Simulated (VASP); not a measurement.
Data:

```yaml
crystal:
  lattice:
    - [5.87000, 0.00000, 0.00000]
    - [0.00000, 5.87000, 0.00000]
    - [0.00000, 0.00000, 5.87000]
  atoms:
    - { symbol: Cs, position: [0.00000, 0.00000, 0.00000] }
    - { symbol: Pb, position: [0.50000, 0.50000, 0.50000] }
    - { symbol: Br, position: [0.50000, 0.00000, 0.50000] }
    - { symbol: Br, position: [0.00000, 0.50000, 0.50000] }
    - { symbol: Br, position: [0.50000, 0.50000, 0.00000] }
```

All values below come from PBE GGA, VASP's PBE PAW potentials (set 64) (plane waves; VASP 6.6.1). Settings: 300 eV cut-off, 3×3×3 Γ-centred mesh, Fermi-Dirac smearing of 0.010 eV, potentials Cs_sv Pb_d Br.

Unless said otherwise, spin-orbit coupling is left out, though it shifts the bands of the heavy elements here.

Task: Give the energies of bands 13 to 25 at the high-symmetry points, in eV from the valence-band maximum.

Result: 
```tsv
band	Γ	X	M	R
13	-6.95	-7.72	-8.28	-8.34
14	-4.36	-4.27	-4.12	-2.91
15	-4.36	-4.27	-3.10	-2.91
16	-4.36	-2.85	-2.49	-2.91
17	-2.20	-2.35	-2.49	-2.30
18	-2.20	-2.35	-2.42	-2.30
19	-2.20	-2.33	-2.42	-1.71
20	-2.08	-2.19	-2.31	-1.71
21	-2.08	-2.19	-1.73	-1.71
22	-2.08	-1.45	-0.71	0.00
23	2.98	2.59	2.10	1.55
24	4.07	4.42	2.10	1.55
25	4.07	5.05	4.90	1.55
```

The gap is direct, 1.55 eV, from the valence maximum at R to the conduction minimum at R.

The structure is a typed CsPbBr3 crystal (Pm-3m). The cell was not relaxed at this level.
